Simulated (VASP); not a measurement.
# CdSe: excitons from the Bethe-Salpeter equation, part 2 of 3

Wanted: the lowest vertical excitons of CdSe and its absorption. The cell is of the zinc-blende type, one of the forms listed for this formula. The start joins lattice constants measured in a paper with the fractional positions of a database entry.

VASP 6.6.1, plane waves and PAW; the level of theory is named at each step.

So far. Step 2 (Relaxation): The forces stay under 1e-4 eV/Å. Step 3 (Ground state): The cell has a gap of 0.624 eV on mesh and path and a pressure of +3.7 GPa, which holds the misfit of the given cell and coordinates with this functional, and any error of cutoff, mesh and data sets. Spin-orbit coupling is left out, which can shift or reorder these edges.

## (4) Empty bands

Level of this step: PBE; plane waves and PAW (Cd_GW, Se_GW) (VASP).

The next step needs empty bands that the ground-state run didn't converge, so the Hamiltonian is diagonalised exactly for NBANDS bands, in a single step. LOPTICS writes the k-derivatives of the orbitals (WAVEDER), which give the long-wavelength limit of the screening.

Contents of INCAR:

```
SYSTEM = CdSe
PREC = Accurate
ENCUT = 300
ISMEAR = 0
SIGMA = 0.01
LREAL = .FALSE.
GGA = PE
NBANDS = 128
ALGO = Exact
NELM = 1
LWAVE = .TRUE.
LCHARG = .FALSE.
LOPTICS = .TRUE.
NEDOS = 1000
CSHIFT = 0.1
```

Contents of POSCAR:

```
CdSe
1.0
    0.0000000000      3.0250000000      3.0250000000
    3.0250000000      0.0000000000      3.0250000000
    3.0250000000      3.0250000000      0.0000000000
Cd Se
1 1
Direct
    0.0000000000      0.0000000000      0.0000000000
    0.7500000000      0.7500000000      0.7500000000
```

Contents of KPOINTS:

```
Automatic mesh
0
Gamma
6 6 6
0 0 0
```

PAW data sets: Cd_GW and Se_GW (PBE family, release 64).

Started as:

```
$ mpirun -np 8 vasp_std
```

Output:

```text
[banner, memory and clock lines left out]
running    8 mpi-ranks, on    1 nodes
 distrk:  each k-point on    8 cores,    1 groups
 distr:  one band on    1 cores,    8 groups

 POSCAR found type information on POSCAR CdSe
 POSCAR found :  2 types and       2 ions
 [... a notice as in an earlier step ...]

 LDA part: xc-table for (Slater+PW92), standard interpolation
 found WAVECAR, reading the header
  number of bands has changed, file:    15 present:   128
  trying to continue reading WAVECAR, but it might fail
 POSCAR, INCAR and KPOINTS ok, starting setup
 FFT: planning ... GRIDC
 FFT: planning ... GRID_SOFT
 FFT: planning ... GRID
 reading WAVECAR
 random initialization beyond band           15
 the WAVECAR file was read successfully
 initial charge from wavefunction
 entering main loop
       N       E                     dE             d eps       ncg     rms          rms(c)
DIA:   1    -0.547900666705E+01   -0.54790E+01    0.00000E+00     0   0.000E+00
   1 F= -.54790067E+01 E0= -.54790067E+01  d E =-.218681E-20
 writing wavefunctions
 optical routines
 imaginary and real dielectric function
 recalculating local potential from charge density
 direction            1
 direction            2
 direction            3
```

It took 2.6 s on 8 MPI ranks of AMD EPYC 9R45, shared host; peak memory 0.88 GiB.

Parts of OUTCAR (step 4):

```text
The static configuration has the point symmetry T_d .

 Found     16 irreducible k-points:

   k-points           NKPTS =     16   k-points in BZ     NKDIM =     16   number of bands    NBANDS=    128

   NELECT =      18.0000    total number of electrons

 E-fermi :   2.3272

  Total        1.2741228      1.2741228      1.2741228      0.0000000     -0.0000000     -0.0000000
  in kB       36.8736159     36.8736159     36.8736159      0.0000000     -0.0000000     -0.0000000
  external PRESSURE =      36.8736159 kB  Pullay stress =       0.0000000 kB

  FREE ENERGIE OF THE ION-ELECTRON SYSTEM (eV)
  ---------------------------------------------------
  free  energy   TOTEN  =        -5.4790066670 eV

  energy  without entropy=       -5.4790066670  energy(sigma->0) =       -5.47900667

 plasma frequency squared (from intraband transitions) (eV^2)
  --------------------------------------------------------------------------------------
       0.000       0.000      -0.000
       0.000       0.000       0.000
      -0.000       0.000       0.000

[... 15 parts as in an earlier step ...]
```

The gap is read on the k-mesh alone, so it is an upper bound where the band edges lie off the mesh.

Numbers from this step:

- gap on the k-mesh: 0.6242 eV
- least direct gap on the k-mesh: 0.6242 eV

WAVECAR now holds 128 bands for 18 electrons. Its independent-particle dielectric tensor has xx, yy, zz = 16.6, 16.6, 16.6 on this mesh, which isn't tested for convergence in mesh or bands and lacks local fields.

## (5) G0W0

This step: G0W0 on PBE; plane waves and PAW (Cd_GW, Se_GW) (VASP 6.6.1).

G0W0 keeps orbitals and screening fixed and shifts each of the lowest NBANDSGW levels once. LWAVE keeps the quasiparticle levels in WAVECAR, and the W files hold the screened interaction for the next step.

Contents of INCAR:

```
SYSTEM = CdSe
PREC = Accurate
ENCUT = 300
ISMEAR = 0
SIGMA = 0.01
LREAL = .FALSE.
GGA = PE
NBANDS = 128
ALGO = EVGW0
NELMGW = 1
ENCUTGW = 100
NOMEGA = 48
PRECFOCK = Fast
NBANDSGW = 24
LWAVE = .TRUE.
LCHARG = .FALSE.
```

POSCAR is that of step 4.

KPOINTS is that of step 4.

Started as:

```
$ mpirun -np 8 vasp_std
```

Output:

```text
[banner, memory and clock lines left out]
running    8 mpi-ranks, on    1 nodes
 distrk:  each k-point on    8 cores,    1 groups
 distr:  one band on    1 cores,    8 groups

 POSCAR found type information on POSCAR CdSe
 POSCAR found :  2 types and       2 ions
 [... a notice as in an earlier step ...]

|                                                                             |
|           W    W    AA    RRRRR   N    N  II  N    N   GGGG   !!!           |
|           W    W   A  A   R    R  NN   N  II  NN   N  G    G  !!!           |
|           W    W  A    A  R    R  N N  N  II  N N  N  G       !!!           |
|           W WW W  AAAAAA  RRRRR   N  N N  II  N  N N  G  GGG   !            |
|           WW  WW  A    A  R   R   N   NN  II  N   NN  G    G                |
|           W    W  A    A  R    R  N    N  II  N    N   GGGG   !!!           |
|                                                                             |
|     The default for ENCUTGWSOFT is different in this version of VASP.       |
|     please manually set ENCUTGWSOFT =100 in the INCAR file.                 |
|                                                                             |

 LDA part: xc-table for (Slater+PW92), standard interpolation
 found WAVECAR, reading the header
 POSCAR, INCAR and KPOINTS ok, starting setup
 FFT: planning ... GRIDC
 FFT: planning ... GRID_SOFT
 FFT: planning ... GRID
 reading WAVECAR
 the WAVECAR file was read successfully
 initial charge from wavefunction
 available memory per node:     29.38 GB, setting MAXMEM to     30083

 The Fermi energy was updated, please check that it is located mid-gap
 values below the HOMO (VB) or above the LUMO (CB) will cause erroneous energies
 E-fermi :   2.5775

 calculate exact exchange contribution
 the WAVEDER file was read successfully
energies w=
    0.000    0.000    0.269    0.000    0.536    0.000    0.801    0.000
    1.063    0.000    1.321    0.000    1.575    0.000    1.824    0.000
    2.069    0.000    2.309    0.000    2.544    0.000    2.776    0.000
    3.005    0.000    3.231    0.000    3.455    0.000    3.678    0.000
    3.901    0.000    4.124    0.000    4.349    0.000    4.578    0.000
    4.810    0.000    5.048    0.000    5.292    0.000    5.546    0.000
    5.810    0.000    6.086    0.000    6.378    0.000    6.688    0.000
    7.019    0.000    7.377    0.000    7.766    0.000    8.193    0.000
    8.666    0.000    9.196    0.000    9.795    0.000   10.482    0.000
   11.280    0.000   12.221    0.000   13.352    0.000   14.740    0.000
   16.484    0.000   18.745    0.000   21.792    0.000   26.115    0.000
   32.714    0.000   43.991    0.000   67.540    0.000  146.650    0.000
 responsefunction array rank=     144
 LDA part: xc-table for (Slater+PW92), standard interpolation

 min. memory requirement per mpi rank    204.8 MB, per node   1638.2 MB

 allocating   6 responsefunctions rank=   144
 shmem allocating  48 responsefunctions rank=   144
 response function shared by NCSHMEM nodes    1
 Doing            6  frequencies on each core in blocks of           48
NQ=   1    0.0000    0.0000    0.0000,
|.........|.........|.........|.........|.........|.........|.........|.........
 performed        560000 updates of chi_q(r,r)
 total number of BLAS operations         84.23 Gflops
NQ=   2    0.1667    0.0000    0.0000,
|.........|.........|.........|.........|.........|.........|.........|.........
 performed       1538000 updates of chi_q(r,r)
 total number of BLAS operations        214.53 Gflops
NQ=   3    0.3333    0.0000    0.0000,
|.........|.........|.........|.........|.........|.........|.........|.........
 performed       2516000 updates of chi_q(r,r)
 total number of BLAS operations        363.65 Gflops
NQ=   4    0.5000    0.0000    0.0000,
|.........|.........|.........|.........|.........|.........|.........|.........
 performed       3347000 updates of chi_q(r,r)
 total number of BLAS operations        459.42 Gflops
NQ=   5    0.1667    0.1667    0.0000,
|.........|.........|.........|.........|.........|.........|.........|.........
 performed       4325000 updates of chi_q(r,r)
 total number of BLAS operations        589.72 Gflops
NQ=   6    0.3333    0.1667    0.0000,
|.........|.........|.........|.........|.........|.........|.........|.........
 performed       5832000 updates of chi_q(r,r)
 total number of BLAS operations        806.22 Gflops
NQ=   7    0.5000    0.1667    0.0000,
|.........|.........|.........|.........|.........|.........|.........|.........
 performed       7339000 updates of chi_q(r,r)
 total number of BLAS operations        988.63 Gflops
NQ=   8   -0.3333    0.1667    0.0000,
|.........|.........|.........|.........|.........|.........|.........|.........
 performed       8846000 updates of chi_q(r,r)
 total number of BLAS operations       1186.18 Gflops
NQ=   9   -0.1667    0.1667    0.0000,
|.........|.........|.........|.........|.........|.........|.........|.........
 performed      10156000 updates of chi_q(r,r)
 total number of BLAS operations       1371.64 Gflops
NQ=  10    0.3333    0.3333    0.0000,
|.........|.........|.........|.........|.........|.........|.........|.........
 performed      11134000 updates of chi_q(r,r)
 total number of BLAS operations       1501.94 Gflops
NQ=  11    0.5000    0.3333    0.0000,
|.........|.........|.........|.........|.........|.........|.........|.........
 performed      12641000 updates of chi_q(r,r)
 total number of BLAS operations       1687.33 Gflops
NQ=  12   -0.3333    0.3333    0.0000,
|.........|.........|.........|.........|.........|.........|.........|.........
 performed      13951000 updates of chi_q(r,r)
 total number of BLAS operations       1843.38 Gflops
NQ=  13    0.5000    0.5000    0.0000,
|.........|.........|.........|.........|.........|.........|.........|.........
 performed      14696000 updates of chi_q(r,r)
 total number of BLAS operations       1923.61 Gflops
NQ=  14    0.5000    0.3333    0.1667,
|.........|.........|.........|.........|.........|.........|.........|.........
 performed      16387000 updates of chi_q(r,r)
 total number of BLAS operations       2131.67 Gflops
NQ=  15   -0.3333    0.3333    0.1667,
|.........|.........|.........|.........|.........|.........|.........|.........
 performed      17980000 updates of chi_q(r,r)
 total number of BLAS operations       2321.37 Gflops
NQ=  16   -0.3333    0.5000    0.1667,
|.........|.........|.........|.........|.........|.........|.........|.........
 performed      19296000 updates of chi_q(r,r)
 total number of BLAS operations       2483.34 Gflops
 resolving degeneracies of screened two electron integrals

 calculate QP shifts <psi_nk| G(iteration)W_0 |psi_nk>: iteration 1
 writing wavefunctions
 entering main loop
```

Wall time 91 s (8 MPI ranks); peak memory 1.8 GiB; 12 min of CPU time.

From OUTCAR (step 5):

```text
   k-points           NKPTS =     16   k-points in BZ     NKDIM =    216   number of bands    NBANDS=    128

   NELECT =      18.0000    total number of electrons

 E-fermi :   2.5775

 QP shifts <psi_nk| G(iteration)W_0 |psi_nk>: iteration 1
 for sc-GW calculations column KS-energies equals QP-energies in previous step
 and V_xc(KS)=  KS-energies - (<T + V_ion + V_H > + <T+V_H+V_ion>^1  + <V_x>^1)
 k-point   1 :       0.0000    0.0000    0.0000
  band No.  KS-energies  QP-energies   sigma(KS)   V_xc(KS)     V^pw_x(r,r')   Z            occupation Imag(sigma)
    ...
      6      -5.3169      -7.2084     -18.2073     -15.5007     -23.1567       0.6989       2.0000       0.3194
      7       2.2654       1.6764     -13.5360     -12.7419     -15.1817       0.7417       2.0000       0.1347
      8       2.2654       1.6764     -13.5360     -12.7419     -15.1817       0.7417       2.0000       0.1347
      9       2.2654       1.6764     -13.5360     -12.7419     -15.1817       0.7417       2.0000       0.1347
     10       2.8896       3.0282      -9.4980      -9.6763      -6.1705       0.7773       0.0000      -0.0141
     11       8.1951       8.4211      -8.9984      -9.2944      -4.7554       0.7634       0.0000      -0.0539
     12       8.1951       8.4211      -8.9984      -9.2944      -4.7554       0.7634       0.0000      -0.0539
     13       8.1951       8.4211      -8.9984      -9.2944      -4.7554       0.7634       0.0000      -0.0539
    ...

 k-point   2 :       0.1667    0.0000    0.0000
  band No.  KS-energies  QP-energies   sigma(KS)   V_xc(KS)     V^pw_x(r,r')   Z            occupation Imag(sigma)
    ...
      6      -5.3178      -7.2066     -18.2026     -15.4972     -23.1544       0.6982       2.0000       0.3200
      7       0.5403      -0.1113     -12.4601     -11.5693     -14.1330       0.7315       2.0000       0.1443
      8       2.0486       1.4395     -13.3881     -12.5641     -15.0862       0.7393       2.0000       0.1341
      9       2.0486       1.4395     -13.3881     -12.5641     -15.0862       0.7393       2.0000       0.1341
     10       4.1994       4.3720     -10.1080     -10.3315      -6.8115       0.7725       0.0000      -0.0144
     11       7.9679       8.1570      -9.0260      -9.2745      -4.8202       0.7609       0.0000      -0.0560
     12       8.5247       8.7655      -9.0820      -9.4000      -4.7562       0.7571       0.0000      -0.0599
     13       8.5247       8.7655      -9.0820      -9.4000      -4.7562       0.7571       0.0000      -0.0599
    ...

[... 7 parts as in an earlier step ...]

[... 8 further parts left out ...]
```

Numbers from this step:

```yaml
quasiparticle_gap_on_the_mesh: 1.352 eV
smallest_direct_quasiparticle_gap_on_the_mesh: 1.352 eV
gap_of_the_starting_orbitals_on_the_mesh: 0.6242 eV
```

GW takes the gap from 0.624 to 1.352 eV. Spin-orbit coupling is left out. The value holds for 128 bands, ENCUTGW = 100 eV and this mesh, and isn't shown to be converged in them.

(Part 2 of 3 ends here.)

[Lines on the potential files, build, host, timing and source positions are cut from VASP's logs without a mark.]

[Logs are printed without paths, hosts, clocks, repeated set-up lines and the standing remarks that a program may print on its own settings, such as how far it seeks lower states.]

[Hosts, paths, dates, database ids (printed as entryN), source tags and the programs' standing remarks are cut or masked in the printed files.]

[Pressures printed for these runs are not shown converged in the cutoff: they can be off by several GPa and have the wrong sign.]
